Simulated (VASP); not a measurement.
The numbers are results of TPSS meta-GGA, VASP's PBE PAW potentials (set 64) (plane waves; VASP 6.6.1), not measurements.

The input files of a VASP run:

File POSCAR:
```
InAs
1
    0.0000000000     3.0300000000     3.0300000000
    3.0300000000     0.0000000000     3.0300000000
    3.0300000000     3.0300000000     0.0000000000
In As
1 1
Direct
  0.0000000000   0.0000000000   0.0000000000
  0.2500000000   0.2500000000   0.2500000000
```

**KPOINTS**
```
Automatic mesh
0
Gamma
7 7 7
0 0 0
```

**INCAR**
```
ALGO  =  Normal
EDIFF  =  1E-6
EDIFFG  =  -0.01
ENCUT  =  520
IBRION  =  2
ISIF  =  3
ISMEAR  =  0
LASPH  =  .TRUE.
LCHARG  =  .FALSE.
LMAXMIX  =  4
LMIXTAU  =  .TRUE.
LREAL  =  .FALSE.
LWAVE  =  .FALSE.
METAGGA  =  TPSS
NELM  =  100
NSW  =  60
PREC  =  Accurate
SIGMA  =  0.05
SYSTEM  =  InAs
```

POTCAR, in this order: In_d As (PBE.64 set). Program: vasp_std.

Energy and stress use the plane-wave basis of the starting cell. Unless said otherwise, spin-orbit coupling is left out, though it shifts the bands of the heavy elements here.

Task: Estimate the energy per atom (σ→0), volume per atom, band gap (on the k-mesh).

Result: 
The energy per atom (σ→0) is -11.942 eV/atom and the band gap (on the k-mesh) is none (metal, semimetal or under 0.01 eV). The volume per atom is 29.24 Å^3/atom.

### OSZICAR
```
...
DAV:  37    -0.238845001127E+02   -0.12870E-03   -0.15043E-05   520   0.408E-02    0.175E-01
DAV:  38    -0.238849204310E+02   -0.42032E-03   -0.14050E-04   520   0.122E-01    0.173E-01
DAV:  39    -0.238849231837E+02   -0.27527E-05   -0.16096E-07   285   0.556E-03    0.172E-01
DAV:  40    -0.238849571864E+02   -0.34003E-04   -0.10289E-05   520   0.290E-02    0.170E-01
DAV:  41    -0.238849626264E+02   -0.54400E-05   -0.10639E-06   456   0.121E-02    0.167E-01
DAV:  42    -0.238849811853E+02   -0.18559E-04   -0.24347E-05   520   0.449E-02    0.159E-01
DAV:  43    -0.238849808947E+02    0.29058E-06   -0.41587E-07   355   0.796E-03
   3 F= -.23884981E+02 E0= -.23884868E+02  d E =-.238268E-01
```

The compound is InAs in the zinc blende structure. This run relaxes it. Symmetry was kept, so distortions that lower it aren't found.
